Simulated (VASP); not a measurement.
An input for Quantum ESPRESSO's pw.x (written as the equivalent of a VASP run, and not itself run):

```
&CONTROL
  calculation = 'vc-relax'
  pseudo_dir = './pseudo'
  outdir = './out'
  tprnfor = .true.
  tstress = .true.
  nstep = 60
  forc_conv_thr = 0.00039
/
&SYSTEM
  ibrav = 0
  nat = 2
  ntyp = 1
  ecutwfc = 66
  occupations = 'smearing'
  smearing = 'methfessel-paxton'
  degauss = 0.00735
  input_dft = 'vdw-df-cx'
/
&ELECTRONS
  conv_thr = 7.3e-08
  electron_maxstep = 100
/
&IONS
/
&CELL
/
ATOMIC_SPECIES
  Bi 208.980 Bi.upf
CELL_PARAMETERS angstrom
     4.1658200   -2.2750000    0.0000000
     4.1658200    2.2750000    0.0000000
     2.9234170    0.0000000    3.7394270
ATOMIC_POSITIONS crystal
  Bi   0.2340000  0.2340000  0.2340000
  Bi   0.7660000  0.7660000  0.7660000
K_POINTS automatic
  9 9 9 0 0 0
```

Question: Write the VASP files for the same calculation (vdW-DF-cx).

Answer: This is not unique; one that fits is 
### KPOINTS
```
kpoints
0
gamma
  9 9 9
```

### INCAR
```
AGGAC=0.0
ALGO=Normal
EDIFF=1E-6
EDIFFG=-0.01
ENCUT=520
GGA=CX
IBRION=2
ISIF=3
ISMEAR=1
LASPH=T
LCHARG=F
LMAXMIX=4
LREAL=F
LUSE_VDW=T
LWAVE=F
NELM=100
NSW=60
PREC=Accurate
SIGMA=0.1
SYSTEM=Bi
```

File POSCAR:
```
Bi
1.0
  4.1658200000  -2.2750000000   0.0000000000
  4.1658200000   2.2750000000   0.0000000000
  2.9234170000   0.0000000000   3.7394270000
Bi
2
Cart
  2.6336833380   0.0000000000   0.8750259180
  8.6213736620  -0.0000000000   2.8644010820
```

POTCAR, in this order: Bi_d (PBE.64 set). Program: vasp_std.

Limits of the translation: the potentials are each code's own (VASP's PAW set, PseudoDojo norm-conserving files in pw.x), so ENCUT and ecutwfc are chosen apart and not converted; conv_thr bounds pw.x's estimated SCF error, while EDIFF bounds the energy change between steps; forc_conv_thr acts on force components and is met together with etot_conv_thr.

The compound is Bi in the a7 structure. This run relaxes it. Symmetry was kept, so distortions that lower it aren't found.
